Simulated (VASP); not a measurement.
Data:

```yaml
crystal:
  lattice:
    - [0.00000, 2.08160, 2.08160]
    - [2.08160, 0.00000, 2.08160]
    - [2.08160, 2.08160, 0.00000]
  atoms:
    - { symbol: Au, position: [0.00000, 0.00000, 0.00000] }
```

Calculation: rev-vdW-DF2, VASP's PBE PAW potentials (set 64) (plane waves; VASP). Numerical set-up: 520 eV cut-off, 15×15×15 Γ-centred mesh, first-order Methfessel-Paxton smearing of 0.10 eV, potentials Au.

Unless said otherwise, spin-orbit coupling is left out, though it shifts the bands of the heavy elements here.

Problem. What does the run give for the energy per atom (σ→0), pressure, band gap (on the k-mesh) with the smallest direct gap where there is one?

Solution. 
The band gap (on the k-mesh) comes out as none (metal, semimetal or under 0.01 eV) and the energy per atom (σ→0) is -1.017 eV/atom. The pressure comes out as -4.28 GPa.

Only differences to runs with the same potentials and settings are physical.

The compound is Au in the fcc structure. This cell is one point of a volume scan, at 1.03 of the reference volume.
